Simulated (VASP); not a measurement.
Calculation: r2SCAN meta-GGA, VASP's PBE PAW potentials (set 64) (plane waves; VASP 6.6.1).

VASP input:

KPOINTS:
```
kpoints
0
gamma
3 3 3
```

### INCAR
```
ALGO  =  Normal
EDIFF  =  1E-6
EDIFFG  =  -0.02
ENCUT  =  400
IBRION  =  2
ISIF  =  3
ISMEAR  =  0
LASPH  =  T
LCHARG  =  F
LMAXMIX  =  4
LMIXTAU  =  T
LREAL  =  F
LWAVE  =  F
METAGGA  =  R2SCAN
NELM  =  100
NSW  =  60
PREC  =  Accurate
SIGMA  =  0.05
SYSTEM  =  Cs2AgBiBr6
```

**POSCAR**
```
Cs2AgBiBr6
1
    0.0000000000     5.5904592102     5.5904592102
    5.5904592102     0.0000000000     5.5904592102
    5.5904592102     5.5904592102    -0.0000000000
Cs Ag Bi Br
2 1 1 6
Direct
  0.7500000000   0.7500000000   0.7500000000
  0.2500000000   0.2500000000   0.2500000000
  0.5000000000   0.5000000000   0.5000000000
  0.0000000000   0.0000000000   0.0000000000
  0.7464032246   0.2535967754   0.2535967754
  0.2535967754   0.7464032246   0.7464032246
  0.2535967754   0.7464032246   0.2535967754
  0.7464032246   0.2535967754   0.7464032246
  0.2535967754   0.2535967754   0.7464032246
  0.7464032246   0.7464032246   0.2535967754
```

POTCAR, in this order: Cs_sv Ag Bi_d Br (PBE.64 set). Program: vasp_std.

Q: What will the output report for the number of irreducible k-points (NKPTS), number of bands (NBANDS), largest plane-wave count, number of space-group operations, FFT grid (NGX, NGY, NGZ)?

A: 
number of irreducible k-points (NKPTS): 4
number of bands (NBANDS): 51
largest plane-wave count: 6375
number of space-group operations: 48
FFT grid (NGX, NGY, NGZ): 54 × 54 × 54

The structure comes from a computed database's Cs2AgBiBr6 entry (Fm-3m); how it stands against other phases isn't given here. This run relaxes it. Symmetry was kept, so distortions that lower it aren't found. The start is the result of an earlier pass.
